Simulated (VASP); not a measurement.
# Zone-centre gap, electron mass and satellite valleys of InP under uniaxial [001] stress at TB-mBJ with spin-orbit coupling

A change of volume should move the gap of InP in opposite directions under compression and tension, yet the calculated gap at the zone centre shrinks under both. The question is what causes this, and whether the electron mass and the distance to the other conduction valleys follow. The answer matters for strained emitters, whose wavelength follows the gap, and for high-field devices, in which electrons transfer from the light zone-centre valley to heavier ones. Strain is imposed along [001] with the sides free of stress. Band energies are TB-mBJ values with spin-orbit coupling on LDA-relaxed cells, counted from the valence-band top at the zone centre; changes are taken relative to the unstrained crystal.

## Set-up

The start is a typed prototype cell. The crystal was relaxed with LDA. Strain is imposed along [001]; the strain across the axis is adjusted until the stress across it vanishes, and the atoms are relaxed with LDA. VASP 6.6.1, plane waves with PAW, cutoff 450 eV, no spin polarisation. Band edges are single points at TB-mBJ with spin-orbit coupling on these cells, k mesh 7×7×7, read on short lines of k points at the zone centre and through the valleys; energies are counted from the valence-band top at the zone centre. Masses are fitted within 0.05 1/Å of the zone centre. All levels use the PAW data sets made with LDA.

Notes on method and selection:

- A valley's energy from the valence-band top holds the shift of that top as well as the shift of the valley.
- The TB-mBJ parameter c is fixed anew from the density of each cell, so it changes along the series.
- Runs that did not converge, have known faults or may not be shown are not listed, and runs on Ansatz's PAW sets soft_1 and soft_2 are kept to separate tables.

Columns:

- strain (%): strain along the axis (tension positive).
- Γ level (eV): lowest conduction level at Γ.
- Δ valley (eV): lowest conduction level along Γ–X.
- L valley (eV): lowest conduction level at the L points.
- mass, axis (mₑ): electron mass at Γ along the axis.
- mass, across (mₑ): electron mass at Γ across the axis.

Input lines of one member:

```
PREC = Accurate
ENCUT = 450
EDIFF = 1E-06
NELM = 150
ISMEAR = 0
SIGMA = 0.02
LREAL = .FALSE.
ALGO = Normal
METAGGA = MBJ
LASPH = .TRUE.
LNONCOLLINEAR = .TRUE.
NBANDS = 28
GGA_COMPAT = .FALSE.
LSORBIT = .TRUE.
KPAR = 2
```

Command (options for logging and memory left out): `mpirun -np 2 vasp_ncl`

## Results

| member | sign of the strain | strain (%) | Γ level (eV) | Δ valley (eV) | L valley (eV) | mass, axis (mₑ) | mass, across (mₑ) |
| --- | --- | --- | --- | --- | --- | --- | --- |
| −2 % | compression | −2.0 | 1.687 | 2.263 | 2.258 | 0.1275 | 0.1301 |
| −1.5 % | compression | −1.5 | 1.700 | 2.309 | 2.279 | 0.1275 | 0.1295 |
| −1 % | compression | −1.0 | 1.712 | 2.354 | 2.298 | 0.1275 | 0.1288 |
| −0.5 % | compression | −0.5 | 1.721 | 2.398 | 2.313 | 0.1279 | 0.1286 |
| 0 % | compression | 0.0 | 1.727 | 2.437 | 2.323 | 0.1279 | 0.1275 |
| 0 % | tension | 0.0 | 1.727 | 2.437 | 2.323 | 0.1279 | 0.1275 |
| +0.5 % | tension | 0.5 | 1.709 | 2.417 | 2.309 | 0.1281 | 0.1273 |
| +1 % | tension | 1.0 | 1.689 | 2.397 | 2.292 | 0.1277 | 0.1265 |
| +1.5 % | tension | 1.5 | ? | ? | ? | ? | ? |
| +2 % | tension | 2.0 | 1.647 | 2.355 | 2.252 | 0.1268 | 0.1248 |

Cells marked ? are withheld until the estimate has been made.

Least-squares fits to the members shown, with x = strain (%); R² and errors in the fitted variable (y, or ln y where the fit is in ln y):

| y | sign of the strain | members | fit | R² | rms residual | leave-one-out rms | the same for the mean of the others |
| --- | --- | --- | --- | --- | --- | --- | --- |
| Γ level (eV) | compression | 5 | y = 1.7296 + 0.020200 x | 0.98 | 0.0021 | 0.0042 | 0.018 |
| Γ level (eV) | tension | 4 | y = 1.7282 − 0.040229 x | 1.00 | 9.9×10⁻⁴ | 0.0028 | 0.040 |
| Δ valley (eV) | compression | 5 | y = 2.4396 + 0.087400 x | 1.00 | 0.0019 | 0.0039 | 0.077 |
| Δ valley (eV) | tension | 4 | y = 2.4374 − 0.041029 x | 1.00 | 4.1×10⁻⁴ | 0.0012 | 0.040 |

## Reading the trend

From 1.727 eV without strain, the gap falls to 1.687 eV at −2 % and to 1.647 eV at +2 %, a loss twice as large under tension. The change can be divided into two parts. The part that changes sign with strain is (1.647 − 1.687) / 4.0 = −0.010 eV per %, with the sign expected when the volume grows under tension. The part common to both signs is (1.727 − (1.687 + 1.647) / 2) / 2.0 = 0.030 eV per % of closure. Its main cause is the strain splitting of the two uppermost valence levels: whichever level rises becomes the new band top.

The other valleys support this reading. The L level also peaks at zero strain when counted from the valence top, but its distance from the Γ level, in which that top cancels, grows smoothly from 0.571 eV at −2 % through 0.596 eV to 0.605 eV at +2 %. Stress along [001] leaves the L valleys equivalent, so no kink is expected there.

The valleys along Γ–X, whose lowest level lies at X itself (the Δ column), do split. Their lowest level lies 2.437 − 1.727 = 0.710 eV above Γ without strain, 2.263 − 1.687 = 0.576 eV at −2 % and 2.355 − 1.647 = 0.708 eV at +2 %. Compression lowers the valley along the axis, whereas tension favours the valleys across it, which shift less. L remains the nearest satellite in every row shown, though by only 0.005 eV at −2 %.

The mass changes little. Across the axis it falls from 0.1301 mₑ at −2 % to 0.1248 mₑ at +2 %. Along the axis it stays within 0.1268–0.1281 mₑ. Cubic symmetry requires equal masses at zero strain, so the difference of 0.0004 mₑ found there indicates the numerical uncertainty. In k·p theory, tension brings valence states of in-plane p character closer to the conduction level, which lightens the mass across the axis; along the axis, the splitting and the volume effect oppose each other. TB-mBJ tends to make electron masses too heavy, so the changes are more useful than the absolute values.

## An estimate before looking

Plain estimates from the members shown:

- +1.5 % (tension), fit at x = 1.5: 1.668 eV
- +1.5 % (tension), straight-line interpolation between +1 % and +2 %: w = (1.5 − 1.0) / (2.0 − 1.0) = 0.500, so 1.689 + 0.500 × (1.647 − 1.689) = 1.668 eV

The missing gap at +1.5 % lies between two calculated neighbours on the tension side. The same valence level should form the band top throughout this interval, since the sign of the strain does not change, so no new kink is expected. Straight-line interpolation between +1 % and +2 % is therefore the chosen route, and it gives 1.668 eV.

The same construction can be tried at +0.5 %, midway between neighbours that are also 1 % apart: (1.727 + 1.689) / 2 = 1.708 eV, against a calculated 1.709 eV. The miss is 0.001 eV.

A slight curvature is visible. The gap falls by 0.038 eV over the first 1 % of tension and by 0.042 eV over the second. For a parabola with this change of slope, the midpoint lies above the straight line by (0.042 − 0.038) / 8 = 0.0005 eV. This is half a unit in the last printed digit, too small to justify a shift.

The miss at +0.5 % is taken as the standard deviation, which also covers the curvature and the rounding of the neighbouring values.

**Committed estimate, +1.5 % (tension): Γ level = 1.668 ± 0.001 eV.**

## The withheld result

| member | sign of the strain | strain (%) | Γ level (eV) | Δ valley (eV) | L valley (eV) | mass, axis (mₑ) | mass, across (mₑ) |
| --- | --- | --- | --- | --- | --- | --- | --- |
| +1.5 % | tension | 1.5 | 1.668 | 2.376 | 2.273 | 0.1271 | 0.1254 |

| member | estimate | Γ level (eV) | computed | estimate − computed | miss in error bars |
| --- | --- | --- | --- | --- | --- |
| +1.5 % (tension) | committed | 1.668 | 1.668 | 0.000 | 0.0 |
| +1.5 % (tension) | fit | 1.668 | 1.668 | 0.000 |  |
| +1.5 % (tension) | interpolation | 1.668 | 1.668 | 0.000 |  |

The computed gap at +1.5 % is 1.668 eV, equal to the estimate and well inside its error bar of 0.001 eV. The fit and the interpolation give the same value, so the physical reasoning gained nothing over them.

The expectation of no new kink between +1 % and +2 % held. The gap falls by 0.021 eV in each half of that interval, and the other columns are equally smooth: the L level lies 0.605 eV above Γ, as it does at +2 %, and the mass across the axis, 0.1254 mₑ, falls between those of its neighbours.

This agrees with a single valence level forming the band top under tension, but it is a weak test of that mechanism, because any smooth dependence on strain would have passed it. The stronger evidence remains the change of slope at zero strain, which is present when levels are counted from the valence top and absent from the distance between L and Γ.

## Exceptions

Least-squares fits to the whole series, with x = strain (%); R² and errors in the fitted variable (y, or ln y where the fit is in ln y):

| y | sign of the strain | members | fit | R² | rms residual | leave-one-out rms | the same for the mean of the others |
| --- | --- | --- | --- | --- | --- | --- | --- |
| Γ level (eV) | compression | 5 | y = 1.7296 + 0.020200 x | 0.98 | 0.0021 | 0.0042 | 0.018 |
| Γ level (eV) | tension | 5 | y = 1.7282 − 0.040200 x | 1.00 | 8.8×10⁻⁴ | 0.0018 | 0.036 |
| Δ valley (eV) | compression | 5 | y = 2.4396 + 0.087400 x | 1.00 | 0.0019 | 0.0039 | 0.077 |
| Δ valley (eV) | tension | 5 | y = 2.4374 − 0.041000 x | 1.00 | 3.7×10⁻⁴ | 7.2×10⁻⁴ | 0.036 |

Largest departures from the fit to the whole series:

| member | sign of the strain | Γ level (eV) | fit | computed − fit | in rms residuals |
| --- | --- | --- | --- | --- | --- |
| 0 % | tension | 1.727 | 1.728 | −0.001 | 1.4 |
| −1 % | compression | 1.712 | 1.709 | +0.003 | 1.3 |
| 0 % | compression | 1.727 | 1.730 | −0.003 | 1.3 |
| +1 % | tension | 1.689 | 1.688 | +0.001 | 1.1 |

No single member stands out. The largest departures, +0.003 eV at −1 % and −0.003 eV at 0 % on the compression side, belong to a curve fitted with a straight line. From zero strain to −2 %, the gap falls by 0.006, 0.009, 0.012 and 0.013 eV in successive steps of 0.5 %. A line through such points runs too low in the middle and too high at both ends, as found.

The likely cause is mixing in the valence band. Under compression along [001], the upper level is the light-hole-like one, which strain couples to the split-off level below it. The repulsion pushes the band top up by an amount that at first grows with the square of the strain, so the gap closes faster as compression increases. Under tension the heavy-hole-like level is on top and lacks this coupling, which fits the nearly constant slope there. The change of the TB-mBJ parameter c with density may also contribute to the curvature.

This mixing also enters the part of the gap change that reverses with the sign of the strain, −0.010 eV per %, which I compared only with the effect of volume. The repulsion raises the band top under compression alone, where it cancels some of the opening that the smaller volume brings. The value of −0.010 eV per % therefore understates the volume effect, and the common part of 0.030 eV per % holds mixing as well as splitting. At ±0.5 %, where the mixing is weaker, the reversing part is (1.709 − 1.721) / 1.0 = −0.012 eV per %. Splitting and mixing cancel in the mean of the three upper valence levels; counted from that mean, the Γ level falls more steeply than 0.010 eV per % between −2 % and +1 %.

The departures of 0.001 eV on the tension side are at the level of the printed rounding.

## Conclusions and limits

Between −2 % and +2 %, the gap of InP is largest at zero strain among the members calculated. A missing member can be interpolated to within 0.002 eV from neighbours 0.5 % away on either side, provided that both lie on the same side of zero or one is the unstrained crystal. Interpolation across zero fails: (1.721 + 1.709) / 2 = 1.715 eV, against 1.727 eV computed.

For strain tuning, 0.1 % of tension closes the gap by 0.0402 × 0.1 = 0.004 eV, or 4 meV. The nearest satellite valley stays at least 0.571 eV above Γ in all members.

The absolute gaps are clearly too large compared with experiment. The LDA cell, which is somewhat too small, raises them by roughly 0.1 eV, and the omitted lattice vibrations would lower them by roughly as much at room temperature. Together, these two effects do not cover the excess. I put the rest down to the TB-mBJ potential itself, used here with PAW data sets made with LDA; the series cannot test this, because all its gaps are calculated in that one way. The cell and the vibrations each shift the gap by about as much as its whole spread in the table, 0.080 eV.

[Logs are printed without paths, hosts, clocks, repeated set-up lines and the standing remarks that a program may print on its own settings, such as how far it seeks lower states.]
